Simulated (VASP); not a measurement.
**Relaxed cell of Ag (Silver): a test of cutoff and mesh**

Aim: test the relaxed volume of Ag (Silver) against cutoff and mesh. The starting structure is a measured crystal structure from the Crystallography Open Database. The first relaxation on each setting starts from this cell expanded by 3 % in volume.

Program: VASP 6.6.1. Level of theory: Kohn-Sham DFT with plane waves and PAW; PBEsol. Results are calculated unless marked as measured.

## Step 1: Starting point

It takes space group Fm-3m (No. 225, cubic). The conventional cell has a = 4.086 Å, b = 4.086 Å, c = 4.086 Å, α = 90.00°, β = 90.00°, γ = 90.00°. Ag has 12 Ag at 2.89 Å nearest.

## Step 2: Reference relaxation

This run starts from the cell of an earlier relaxation, which isn't shown; the restart sets up the plane waves anew.

INCAR reads:

```
SYSTEM = Ag
PREC = Accurate
ENCUT = 450
EDIFF = 1E-06
NELM = 100
ISMEAR = 1
SIGMA = 0.15
LREAL = .FALSE.
ALGO = Normal
GGA = PS
NBANDS = 11
LORBIT = 11
LWAVE = .FALSE.
LCHARG = .FALSE.
KPAR = 4
IBRION = 2
NSW = 50
ISIF = 3
EDIFFG = -0.006
```

POSCAR reads:

```
Ag
1.0
    0.0000000000      2.0266216233      2.0266216233
    2.0266216233      0.0000000000      2.0266216233
    2.0266216233      2.0266216233      0.0000000000
Ag
1
Direct
    0.0000000000      0.0000000000      0.0000000000
```

KPOINTS reads:

```
Automatic mesh
0
Gamma
18 18 18
0 0 0
```

Potentials, in the order of the species: Ag (PBE family, release 64).

The run is started by

```sh
$ mpirun -np 4 vasp_std
```

Output:

```text
[banner, memory and clock lines left out]
running    4 mpi-ranks, on    1 nodes
 distrk:  each k-point on    1 cores,    4 groups
 distr:  one band on    1 cores,    1 groups

 POSCAR found type information on POSCAR Ag
 POSCAR found :  1 types and       1 ions
|                                                                             |
|               ----> ADVICE to this user running VASP <----                  |
|                                                                             |
|     You enforced a specific xc type in the INCAR file but a different       |
|     [... a line on the potential file left out ...]
|     I HOPE YOU KNOW WHAT YOU ARE DOING!                                     |
|                                                                             |

 LDA part: xc-table for (Slater+PW92), standard interpolation
 POSCAR, INCAR and KPOINTS ok, starting setup
 FFT: planning ... GRIDC
 FFT: planning ... GRID_SOFT
 FFT: planning ... GRID
 WAVECAR not read
 entering main loop
       N       E                     dE             d eps       ncg     rms          rms(c)
DAV:   1     0.444124590770E+02    0.44412E+02   -0.51391E+03  4402   0.802E+02
DAV:   2    -0.305428508071E+01   -0.47467E+02   -0.45076E+02  4770   0.186E+02
DAV:   3    -0.366688846010E+01   -0.61260E+00   -0.61215E+00  4851   0.229E+01
DAV:   4    -0.366851706291E+01   -0.16286E-02   -0.16285E-02  4737   0.123E+00
DAV:   5    -0.366852923117E+01   -0.12168E-04   -0.12168E-04  4832   0.973E-02    0.591E+00
DAV:   6    -0.332665786247E+01    0.34187E+00   -0.14475E+00  4569   0.113E+01    0.352E+00
DAV:   7    -0.331575585691E+01    0.10902E-01   -0.12177E-02  4848   0.106E+00    0.198E+00
DAV:   8    -0.331151420313E+01    0.42417E-02   -0.76463E-04  4656   0.198E-01    0.941E-02
DAV:   9    -0.331152423944E+01   -0.10036E-04   -0.12889E-05  4826   0.295E-02    0.172E-02
DAV:  10    -0.331152621957E+01   -0.19801E-05   -0.25099E-06  4757   0.136E-02    0.430E-03
DAV:  11    -0.331152608529E+01    0.13428E-06   -0.85124E-08  2463   0.264E-03
   1 F= -.33115261E+01 E0= -.33115889E+01  d E =-.331153E+01
 curvature:   0.00 expect dE= 0.000E+00 dE for cont linesearch  0.000E+00
 trial: gam= 0.00000 g(F)=  0.235E-63 g(S)=  0.168E-05 ort = 0.000E+00 (trialstep = 0.100E+01)
 search vector abs. value=  0.168E-05
 reached required accuracy - stopping structural energy minimisation
```

The job ended after 3 s (4 MPI ranks of Intel Xeon 6975P-C (Granite Rapids), shared host; peak memory 0.54 GiB).

The logs omit lines about the potential files and the build; timing stands in the text.

Parts of OUTCAR (step 2):

```text
ion  position               nearest neighbor table
   1  0.000  0.000  0.000-

  LATTYP: Found a face centered cubic cell.
 ALAT       =     4.0532432466

 Subroutine GETGRP returns: Found 48 space group operations
 (whereof 48 operations were pure point group operations)

The static configuration has the point symmetry O_h .

 Found    195 irreducible k-points:

   k-points           NKPTS =    195   k-points in BZ     NKDIM =    195   number of bands    NBANDS=     11

   dimension x,y,z NGX =    20 NGY =   20 NGZ =   20
   dimension x,y,z NGXF=    40 NGYF=   40 NGZF=   40

   ENCUT  =  450.0 eV  33.07 Ry    5.75 a.u.   4.96  4.96  4.96*2*pi/ulx,y,z

   NELECT =      11.0000    total number of electrons

 k-points in reciprocal lattice and weights: Automatic mesh
   0.00000000  0.00000000  0.00000000       0.000
   0.05555556  0.00000000  0.00000000       0.001
   0.11111111  0.00000000  0.00000000       0.001
   0.16666667  0.00000000  0.00000000       0.001
   0.22222222  0.00000000  0.00000000       0.001
   0.27777778  0.00000000  0.00000000       0.001
   0.33333333  0.00000000  0.00000000       0.001
   0.38888889  0.00000000  0.00000000       0.001
   0.44444444  0.00000000  0.00000000       0.001
[...]
-0.27777778  0.44444444  0.22222222       0.004
  -0.27777778  0.50000000  0.22222222       0.002

 average (electrostatic) potential at core
       1 -70.4624

 E-fermi :   8.5210

 k-point     1 :       0.0000    0.0000    0.0000
  band No.  band energies     occupation
    ...
      2       3.7108      2.00000
      3       3.7108      2.00000
      4       3.7108      2.00000
      5       4.8035      2.00000
      6       4.8035      2.00000
      7      24.6034      0.00000
      8      28.3180      0.00000
      9      28.3180      0.00000
     10      28.3180      0.00000
     11      33.1981      0.00000

 k-point     2 :       0.0556    0.0000    0.0000
  band No.  band energies     occupation
    ...
      2       3.6865      2.00000
      3       3.7390      2.00000
      4       3.7390      2.00000
      5       4.7923      2.00000
      6       4.7923      2.00000
      7      24.6348      0.00000
      8      27.4778      0.00000
      9      28.3669      0.00000
     10      28.3669      0.00000
     11      33.3661      0.00000

 k-point     3 :       0.1111    0.0000    0.0000
  band No.  band energies     occupation
    ...
      2       3.6293      2.00000
      3       3.8126      2.00000
      4       3.8126      2.00000
      5       4.7700      2.00000
      6       4.7700      2.00000
      7      24.4487      0.00000
      8      26.0325      0.00000
      9      28.4900      0.00000
     10      28.4900      0.00000
     11      32.5161      0.00000

  Total       -0.0034066     -0.0034066     -0.0034066      0.0000000      0.0000000      0.0000000
  in kB       -0.3278528     -0.3278528     -0.3278528      0.0000000      0.0000000      0.0000000
  external PRESSURE =      -0.3278528 kB  Pullay stress =       0.0000000 kB

  energy-cutoff  :      450.00
  volume of cell :       16.65
      direct lattice vectors                 reciprocal lattice vectors
     0.000000000  2.026621623  2.026621623    -0.246716010  0.246716010  0.246716010
     2.026621623  0.000000000  2.026621623     0.246716010 -0.246716010  0.246716010
     2.026621623  2.026621623  0.000000000     0.246716010  0.246716010 -0.246716010

 POSITION                                       TOTAL-FORCE (eV/Angst)
 -----------------------------------------------------------------------------------
      0.00000      0.00000      0.00000         0.000000      0.000000      0.000000
 -----------------------------------------------------------------------------------
    total drift:                                0.000000      0.000000      0.000000

  FREE ENERGIE OF THE ION-ELECTRON SYSTEM (eV)
  ---------------------------------------------------
  free  energy   TOTEN  =        -3.3115260853 eV

  energy  without entropy=       -3.3117145951  energy(sigma->0) =       -3.31158892

 reached required accuracy - stopping structural energy minimisation

 total charge
# of ion       s       p       d       tot
------------------------------------------
    1        0.425   0.317   9.147   9.890

[... 3 further parts left out ...]
```

CONTCAR:

```
Ag
   1.00000000000000
     0.0000000000000000    2.0266216233000001    2.0266216233000001
     2.0266216233000001    0.0000000000000000    2.0266216233000001
     2.0266216233000001    2.0266216233000001    0.0000000000000000
  Ag
     1
Direct
     0.0000000000000000    0.0000000000000000    0.0000000000000000
```

This run has no spin polarisation. Its electron count is odd, so without a moment it is a metal by construction. The PAW data sets were made with PBE, which is usual practice but a small mismatch for other functionals. The run keeps the 48 symmetry operations of its start, so it cannot find a distortion of lower symmetry.

The reference relaxation ends at 16.647 Å³ an atom.

## Step 3: Relaxation with a cutoff of 250 eV

Against step 2 the input has ENCUT = 250. This run starts from the cell of an earlier relaxation, which isn't shown; the restart sets up the plane waves anew.

INCAR, as its differences from that of step 2:

```diff
@@ -2,3 +2,3 @@
 PREC = Accurate
-ENCUT = 450
+ENCUT = 250
 EDIFF = 1E-06
```

POSCAR reads:

```
Ag
1.0
    0.0000000000      2.0189953057      2.0189953057
    2.0189953057      0.0000000000      2.0189953057
    2.0189953057      2.0189953057      0.0000000000
Ag
1
Direct
    0.0000000000      0.0000000000      0.0000000000
```

KPOINTS is that of step 2.

The run is started by

```sh
$ mpirun -np 4 vasp_std
```

Output:

```text
[banner, memory and clock lines left out]
running    4 mpi-ranks, on    1 nodes
[...]
[... a notice as in an earlier step ...]

 LDA part: xc-table for (Slater+PW92), standard interpolation
 POSCAR, INCAR and KPOINTS ok, starting setup
[...]
entering main loop
       N       E                     dE             d eps       ncg     rms          rms(c)
DAV:   1     0.217880190056E+02    0.21788E+02   -0.36304E+03  5235   0.480E+02
DAV:   2    -0.345742074175E+01   -0.25245E+02   -0.24099E+02  4839   0.126E+02
DAV:   3    -0.367260721120E+01   -0.21519E+00   -0.21512E+00  4797   0.121E+01
DAV:   4    -0.367307172650E+01   -0.46452E-03   -0.46450E-03  4758   0.565E-01
[...]
DAV:   9    -0.331146618251E+01   -0.77934E-05   -0.35162E-05  4836   0.522E-02    0.122E-02
DAV:  10    -0.331146808787E+01   -0.19054E-05   -0.26459E-06  4719   0.113E-02    0.315E-03
DAV:  11    -0.331146804714E+01    0.40733E-07   -0.16788E-07  2451   0.384E-03
   1 F= -.33114680E+01 E0= -.33115329E+01  d E =-.331147E+01
[...]
DAV:   5    -0.330936128107E+01    0.74932E-05   -0.98367E-06  4734   0.245E-02    0.185E-02
DAV:   6    -0.330936324924E+01   -0.19682E-05   -0.55621E-07  4418   0.636E-03    0.196E-03
DAV:   7    -0.330936327100E+01   -0.21760E-07   -0.55803E-09  2391   0.624E-04
   2 F= -.33093633E+01 E0= -.33094389E+01  d E =0.210478E-02
 trial-energy change:    0.002105  1 .order    0.002141   -0.007461    0.011743
 step:   0.3912(harm=  0.3885)  dis= 0.00000  next Energy=    -3.312930 (dE=-0.146E-02)
[...]
N       E                     dE             d eps       ncg     rms          rms(c)
DAV:   1    -0.337163615328E+01   -0.62273E-01   -0.98610E-01  4524   0.106E+01    0.151E+00
DAV:   2    -0.331508129583E+01    0.56555E-01   -0.20779E-01  4458   0.423E+00    0.534E-01
DAV:   3    -0.331332984911E+01    0.17514E-02   -0.39389E-03  4923   0.546E-01    0.347E-01
DAV:   4    -0.331293692515E+01    0.39292E-03   -0.44019E-04  4538   0.143E-01    0.104E-02
DAV:   5    -0.331293875932E+01   -0.18342E-05   -0.81707E-06  4773   0.222E-02    0.553E-03
DAV:   6    -0.331293902136E+01   -0.26204E-06   -0.58081E-07  2875   0.740E-03
   3 F= -.33129390E+01 E0= -.33130083E+01  d E =-.147097E-02
[...]
reached required accuracy - stopping structural energy minimisation
```

It took 2.8 s on 4 MPI ranks; peak memory 0.45 GiB; 9 s of CPU time.

From OUTCAR (step 3):

```text
  Total       -0.0002257     -0.0002257     -0.0002257     -0.0000000      0.0000000     -0.0000000
  in kB       -0.0222494     -0.0222494     -0.0222494     -0.0000000      0.0000000     -0.0000000
  external PRESSURE =      -0.0222494 kB  Pullay stress =       0.0000000 kB

 POSITION                                       TOTAL-FORCE (eV/Angst)
 -----------------------------------------------------------------------------------
      0.00000      0.00000      0.00000         0.000000     -0.000000     -0.000000
 -----------------------------------------------------------------------------------
    total drift:                                0.000000      0.000000     -0.000000

  FREE ENERGIE OF THE ION-ELECTRON SYSTEM (eV)
  ---------------------------------------------------
  free  energy   TOTEN  =        -3.3129390214 eV

  energy  without entropy=       -3.3131468087  energy(sigma->0) =       -3.31300828

[... 2 parts as in an earlier step ...]

[... 2 further parts left out ...]
[key lines of the parts left out:]
E-fermi :   8.8823
```

With a cutoff of 250 eV the cell ends at 16.250 Å³ an atom, -2.39 % from the reference, and since the restart alone still moved it by -1.3 % it may not have settled.

## Step 4: Relaxation with a 10×10×10 mesh

Against step 2 the input has a 10×10×10 mesh. This run starts from the cell of an earlier relaxation, which isn't shown; the restart sets up the plane waves anew.

INCAR, as its differences from that of step 3:

```diff
@@ -2,3 +2,3 @@
 PREC = Accurate
-ENCUT = 250
+ENCUT = 450
 EDIFF = 1E-06
```

POSCAR reads:

```
Ag
1.0
    0.0000000000      2.0281797675      2.0281797675
    2.0281797675      0.0000000000      2.0281797675
    2.0281797675      2.0281797675      0.0000000000
Ag
1
Direct
    0.0000000000      0.0000000000      0.0000000000
```

KPOINTS reads:

```
Automatic mesh
0
Gamma
10 10 10
0 0 0
```

The run is started by

```sh
$ mpirun -np 4 vasp_std
```

Output:

```text
[... set-up lines as in an earlier step ...]
 entering main loop
       N       E                     dE             d eps       ncg     rms          rms(c)
DAV:   1     0.430714076674E+02    0.43071E+02   -0.50668E+03  1058   0.793E+02
DAV:   2    -0.310823293635E+01   -0.46180E+02   -0.43532E+02  1160   0.182E+02
DAV:   3    -0.364847698814E+01   -0.54024E+00   -0.54007E+00  1205   0.218E+01
DAV:   4    -0.364983410018E+01   -0.13571E-02   -0.13571E-02  1118   0.115E+00
[...]
DAV:   9    -0.329364376391E+01   -0.98430E-05   -0.10238E-05  1150   0.252E-02    0.164E-02
DAV:  10    -0.329364590655E+01   -0.21426E-05   -0.22080E-06  1153   0.128E-02    0.420E-03
DAV:  11    -0.329364578244E+01    0.12411E-06   -0.71186E-08   583   0.240E-03
   1 F= -.32936458E+01 E0= -.32936473E+01  d E =-.329365E+01
[...]
reached required accuracy - stopping structural energy minimisation
```

Elapsed: 1.6 s, on 4 MPI ranks; peak memory 0.47 GiB; 3.9 s of CPU time.

From OUTCAR (step 4):

```text
  Total       -0.0033173     -0.0033173     -0.0033173      0.0000000      0.0000000     -0.0000000
  in kB       -0.3185305     -0.3185305     -0.3185305      0.0000000      0.0000000     -0.0000000
  external PRESSURE =      -0.3185305 kB  Pullay stress =       0.0000000 kB

 POSITION                                       TOTAL-FORCE (eV/Angst)
 -----------------------------------------------------------------------------------
      0.00000      0.00000      0.00000         0.000000     -0.000000      0.000000
 -----------------------------------------------------------------------------------
    total drift:                                0.000000     -0.000000      0.000000

  FREE ENERGIE OF THE ION-ELECTRON SYSTEM (eV)
  ---------------------------------------------------
  free  energy   TOTEN  =        -3.2936457824 eV

  energy  without entropy=       -3.2936504837  energy(sigma->0) =       -3.29364735

[... 1 part as in an earlier step ...]

[... 3 further parts left out ...]
[key lines of the parts left out:]
E-fermi :   8.4983
```

With a 10×10×10 mesh the cell ends at 16.686 Å³ an atom, +0.23 % from the reference.

(Part 1 of 2 ends here.)

[Lines on the potential files, build, host, timing and source positions are cut from VASP's logs without a mark.]

[Logs are printed without paths, hosts, clocks, repeated set-up lines and the standing remarks that a program may print on its own settings, such as how far it seeks lower states.]

[Hosts, paths, dates, database ids (printed as entryN), source tags and the programs' standing remarks are cut or masked in the printed files.]
